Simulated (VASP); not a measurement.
Level of theory: vdW-DF2, VASP's PBE PAW potentials (set 64) (plane waves; VASP 6.6.1).

Input for VASP

**KPOINTS**
```
Automatic mesh
0
Gamma
17 17 17
0 0 0
```

### INCAR
```
SYSTEM = Pt
PREC = Accurate; ENCUT = 520; LREAL = .False.
LASPH = .True.
EDIFF = 1E-7; NELM = 100; ALGO = Normal
LMAXMIX = 6
ISMEAR = -5
GGA = ML; LUSE_VDW = .True.; AGGAC = 0.0
ZAB_VDW = -1.8867
ISIF = 2
LWAVE = .False.; LCHARG = .True.; LORBIT = 11
NEDOS = 601
```

POSCAR:
```
Pt
1
    0.0000000000     2.0540216128     2.0540216128
    2.0540216128     0.0000000000     2.0540216128
    2.0540216128     2.0540216128     0.0000000000
Pt
1
Direct
  0.0000000000   0.0000000000   0.0000000000
```

POTCAR, in this order: Pt (PBE.64 set). Program: vasp_std.

Unless said otherwise, spin-orbit coupling is left out, though it shifts the bands of the heavy elements here.

Task: Estimate the energy per atom (σ→0), band gap (on the k-mesh).

Result: 
```json
{
  "energy per atom (σ→0)": "-2.620 eV/atom",
  "band gap (on the k-mesh)": "none (metal, semimetal or under 0.01 eV)"
}
```

**OSZICAR**
```
...
DAV:   5    -0.294037563231E+01   -0.12370E-04   -0.12354E-04  3512   0.101E-01    0.815E+00
DAV:   6    -0.263918534207E+01    0.30119E+00   -0.10220E+00  3032   0.869E+00    0.426E+00
DAV:   7    -0.262127194078E+01    0.17913E-01   -0.66709E-02  3282   0.229E+00    0.208E+00
DAV:   8    -0.261968402898E+01    0.15879E-02   -0.30818E-03  3112   0.601E-01    0.272E-01
DAV:   9    -0.261960565811E+01    0.78371E-04   -0.21729E-05  3290   0.507E-02    0.205E-02
DAV:  10    -0.261962435308E+01   -0.18695E-04   -0.42811E-05  3030   0.854E-02    0.618E-03
DAV:  11    -0.261962442516E+01   -0.72079E-07   -0.23617E-07  3641   0.560E-03
   1 F= -.26196244E+01 E0= -.26196244E+01  d E =0.000000E+00
```

The compound is Pt in the fcc structure. It was relaxed first, which changed the volume by +15 %.
